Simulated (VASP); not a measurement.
VASP runs on BN (hex) share one base input (PBE GGA, plane waves, VASP's PBE PAW potentials (set 64)) and change the settings named in each case.

**INCAR**
```
SIGMA = 0.05   ! width (eV)
LREAL = .FALSE.   ! projection in real space or not
ENCUT = 520
NELM = 100   ! most electronic steps
LWAVE = .FALSE.
EDIFF = 1E-6
SYSTEM = BN
ISIF = 2   ! forces and stress, cell fixed
ISMEAR = 0   ! Gaussian
LASPH = .TRUE.   ! aspherical one-centre terms
GGA = PE
ALGO = Normal
PREC = Accurate
LCHARG = .FALSE.
```

File POSCAR:
```
BN
1
    1.2770400000    -2.2118990000     0.0000000000
    1.2770400000     2.2118990000     0.0000000000
    0.0000000000     0.0000000000     6.7932000000
B N
2 2
Direct
  0.3333330000   0.6666670000   0.2500000000
  0.6666670000   0.3333330000   0.7500000000
  0.6666670000   0.3333330000   0.2500000000
  0.3333330000   0.6666670000   0.7500000000
```

KPOINTS:
```
kpoints
0
G
  9 9 3
```

POTCAR, in this order: B N (PBE.64 set). Program: vasp_std.

```json
[
 {"change": "base run", "E(σ→0) (eV/atom)": "-8.7769", "pressure (GPa)": "-9.86"},
 {"change": "GGA removed, LMIXTAU = .TRUE., METAGGA = R2SCAN", "E(σ→0) (eV/atom)": "-9.6244", "pressure (GPa)": "-13.46"},
 {"change": "IVDW = 13", "E(σ→0) (eV/atom)": "-8.9283", "pressure (GPa)": "-12.23"},
 {"change": "GGA = 91", "E(σ→0) (eV/atom)": "-8.8097", "pressure (GPa)": "-10.33"},
 {"change": "AGGAC = 0.0, GGA = BO, LUSE_VDW = .TRUE., PARAM1 = 0.1833333333, PARAM2 = 0.22", "E(σ→0) (eV/atom)": "-7.7769", "pressure (GPa)": "-11.41"},
 {"change": "IVDW = 11", "E(σ→0) (eV/atom)": "-8.8677", "pressure (GPa)": "-11.45"},
 {"change": "GGA removed, LMIXTAU = .TRUE., METAGGA = TPSS", "E(σ→0) (eV/atom)": "-10.2734", "pressure (GPa)": "-10.06"}
]
```
 Energies of different potentials or functionals have different zeros.

Left out are runs that ran out of time, are held back, or changed the cell or the kind of run, fixed moments of cells without a moment, rows past the twelfth, gaps on odd meshes, pressures of charged cells and columns that move by less than the noise.

The compound is BN in the hex structure. The cell was not relaxed at this level.
